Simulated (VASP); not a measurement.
Given:

```xyz
2
Lattice="1.3266 -2.2977 0.0000 1.3266 2.2977 0.0000 0.0000 0.0000 4.6522" Properties=species:S:1:pos:R:3 pbc="T T T"
Zn     1.3266     0.7659     1.1630
Zn     1.3266    -0.7659     3.4891
```

Level of theory: PBE GGA with D3 dispersion (Becke-Johnson damping), VASP's PBE PAW potentials (set 64) (plane waves; VASP). Settings: 520 eV cut-off, Gaussian smearing of 0.050 eV, potentials Zn.

Q: Give the energies of bands 11 to 15 at the high-symmetry points, in eV from the Fermi level.

A: 
| band | Γ | M | K | A | L | H |
|---|---|---|---|---|---|---|
| 11 | -7.25 | -3.31 | -0.41 | -7.36 | -2.23 | 0.59 |
| 12 | -3.75 | -2.54 | -0.41 | -7.36 | -2.23 | 0.59 |
| 13 | -2.33 | 3.17 | -0.30 | 5.95 | 0.03 | 1.65 |
| 14 | 16.31 | 3.58 | 5.45 | 5.95 | 0.03 | 1.65 |
| 15 | 17.10 | 4.83 | 6.33 | 18.62 | 11.41 | 2.08 |

It has no gap at this level: it comes out as a metal or semimetal.

The compound is Zn in the hcp structure. It was relaxed first, which changed the volume by -7 %.
